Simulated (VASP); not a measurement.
Data:

```xyz
2
Lattice="1.3226 -2.2908 0.0000 1.3226 2.2908 0.0000 0.0000 0.0000 4.1762" Properties=species:S:1:pos:R:3 pbc="T T T"
Ru     1.3226     0.7636     1.0441
Ru     1.3226    -0.7636     3.1322
```

All values below come from PBEsol GGA, VASP's PBE PAW potentials (set 64) (plane waves; VASP). Numerical set-up: 500 eV cut-off, 16×16×9 Γ-centred mesh, first-order Methfessel-Paxton smearing of 0.10 eV, potentials Ru_pv.

Energy and stress use the plane-wave basis of the starting cell.

### Question
The ions, cell shape and volume at an external pressure of 30.0 GPa are relaxed. What does this cell relax into?

### Answer

```xyz
2
Lattice="1.3132 -2.2745 0.0000 1.3132 2.2745 0.0000 0.0000 0.0000 4.1489" Properties=species:S:1:pos:R:3 pbc="T T T"
Ru     1.3132     0.7582     1.0372
Ru     1.3132    -0.7582     3.1117
```
Space group P6_3/mmc (194), at a tolerance of 0.03 Å.

### Question
How do energy and volume change from the first to the last step?

### Answer
The energy (σ→0) changes by +40.7 meV/atom and the volume by -2.1 %, in 7 ionic steps.

| step | E(σ→0) (eV) | max force (eV/Å) | pressure (GPa) | volume (Å³) |
|---|---|---|---|---|
| 1 | -20.2658 | 0.000 | 20.16 | 25.31 |
| 2 | -19.4134 | 0.000 | 86.02 | 22.56 |
| 3 | -20.1875 | 0.000 | 29.57 | 24.80 |
| 4 | -20.1839 | 0.000 | 29.95 | 24.78 |
| 5 | -20.1819 | 0.000 | 30.15 | 24.77 |
| 6 | -20.1885 | 0.000 | 29.35 | 24.81 |
| 7 | -20.1844 | 0.000 | 29.94 | 24.78 |

The compound is Ru in the hcp structure. This run relaxes it under an external pressure of 30 GPa. Symmetry was kept, so distortions that lower it aren't found.
